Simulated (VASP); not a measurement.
Output of a VASP run:

OSZICAR:
```
       N       E                     dE             d eps       ncg     rms          rms(c)
DAV:   1     0.119711432737E+03    0.11971E+03   -0.94324E+03  4290   0.147E+03
DAV:   2    -0.278756494080E+01   -0.12250E+03   -0.11784E+03  4416   0.389E+02
DAV:   3    -0.429867756818E+01   -0.15111E+01   -0.15042E+01  4989   0.490E+01
DAV:   4    -0.430792525998E+01   -0.92477E-02   -0.92469E-02  4690   0.398E+00
DAV:   5    -0.430807673067E+01   -0.15147E-03   -0.15149E-03  5010   0.470E-01    0.931E+00
DAV:   6    -0.387924912869E+01    0.42883E+00   -0.10278E+00  4503   0.149E+01    0.326E+00
DAV:   7    -0.386444458037E+01    0.14805E-01   -0.15911E-02  4944   0.161E+00    0.160E+00
DAV:   8    -0.386090957826E+01    0.35350E-02   -0.35024E-03  4473   0.941E-01    0.139E-01
DAV:   9    -0.386081740785E+01    0.92170E-04   -0.65981E-05  5046   0.130E-01    0.259E-02
DAV:  10    -0.386082291443E+01   -0.55066E-05   -0.52830E-06  4521   0.320E-02    0.171E-03
DAV:  11    -0.386082304823E+01   -0.13381E-06   -0.36537E-08  3138   0.240E-03    0.190E-03
DAV:  12    -0.386082301787E+01    0.30366E-07   -0.21576E-08  2442   0.224E-03
   1 F= -.38608230E+01 E0= -.38608230E+01  d E =0.000000E+00
```

**OUTCAR**
```
------------------------ aborting loop because EDIFF is reached ----------------------------------------
  FORCE on cell =-STRESS in cart. coord.  units (eV):
  Direction    XX          YY          ZZ          XY          YZ          ZX
  --------------------------------------------------------------------------------------
  Total        0.0054998      0.0054998      0.0054998     -0.0000000      0.0000000      0.0000000
  in kB        0.6275632      0.6275632      0.6275632     -0.0000000      0.0000000      0.0000000
  external PRESSURE =       0.6275632 kB  Pullay stress =       0.0000000 kB
  volume of cell :       14.04
      direct lattice vectors                 reciprocal lattice vectors
     0.000000000  1.914800570  1.914800570    -0.261123799  0.261123799  0.261123799
     1.914800570  0.000000000  1.914800570     0.261123799 -0.261123799  0.261123799
     1.914800570  1.914800570  0.000000000     0.261123799  0.261123799 -0.261123799
 POSITION                                       TOTAL-FORCE (eV/Angst)
 -----------------------------------------------------------------------------------
      0.00000      0.00000      0.00000        -0.000000     -0.000000     -0.000000
 -----------------------------------------------------------------------------------
    total drift:                                0.000000      0.000000      0.000000
  FREE ENERGIE OF THE ION-ELECTRON SYSTEM (eV)
  ---------------------------------------------------
  free  energy   TOTEN  =        -3.8608230179 eV

  energy  without entropy=       -3.8608230179  energy(sigma->0) =       -3.86082302

 total charge

# of ion       s       p       d       tot
------------------------------------------
    1        0.398   6.282   7.091  13.771
```
(Selected blocks of OUTCAR.)

POSCAR:
```
Rh
1
    0.0000000000     1.9148005699     1.9148005699
    1.9148005699    -0.0000000000     1.9148005699
    1.9148005699     1.9148005699    -0.0000000000
Rh
1
Direct
  0.0000000000   0.0000000000   0.0000000000
```

### Question
Reconstruct the remaining input files.

### Answer
One answer among several that fit: the input of the run itself, optB88-vdW, plane waves, VASP's PBE PAW potentials (set 64).

File KPOINTS:
```
Regular mesh
0
G
18 18 18
0 0 0
```

INCAR:
```
LASPH  =  .True.   # aspherical one-centre terms
NEDOS  =  601
NELM  =  100
ISMEAR  =  -5   # tetrahedra, Bloechl
ENCUT  =  520   # plane-wave cut-off (eV)
ALGO  =  Normal
EDIFF  =  1E-7   # SCF stop (eV)
LCHARG  =  .True.
LUSE_VDW  =  .True.
LMAXMIX  =  4   # l cut-off of mixed one-centre charges
ISIF  =  2
SYSTEM  =  Rh
GGA  =  BO
LORBIT  =  11
PARAM2  =  0.22
AGGAC  =  0.0
LREAL  =  .False.   # projection in real space or not
PARAM1  =  0.1833333333
LWAVE  =  .False.
PREC  =  Accurate
```

POTCAR, in this order: Rh_pv (PBE.64 set). Program: vasp_std.

For a metal the tetrahedron method with Blöchl corrections gives inexact stress and forces.

The compound is Rh in the fcc structure. It was relaxed first.
